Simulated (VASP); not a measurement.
```yaml
crystal:
  lattice:
    - [3.38784, 0.00000, 0.00000]
    - [-1.69392, 2.93395, 0.00000]
    - [0.00000, 0.00000, 5.58027]
  atoms:
    - { symbol: Zn, position: [0.00000, 0.00000, 0.00000] }
    - { symbol: Zn, position: [0.00000, 0.00000, 0.50000] }
    - { symbol: S, position: [0.33333, 0.66667, 0.25000] }
    - { symbol: S, position: [0.66667, 0.33333, 0.75000] }
```

Method: PBEsol GGA, VASP's PBE PAW potentials (set 64) (plane waves; VASP). Settings: 500 eV cut-off, 8×8×4 Γ-centred mesh, Gaussian smearing of 0.050 eV, potentials Zn S.

**Question.** Predict the energy per atom (σ→0), pressure.

**Answer.** 
| Property | Value |
|---|---|
| energy per atom (σ→0) | -3380 meV/atom |
| pressure | 20.04 GPa |

The absolute energy has meaning only against runs of the same code, potentials and settings.

The structure was generated: ZnS was put into the NiAs type type (P6_3/mmc), which need not be its known phase. It was relaxed first under an external pressure of 20 GPa.
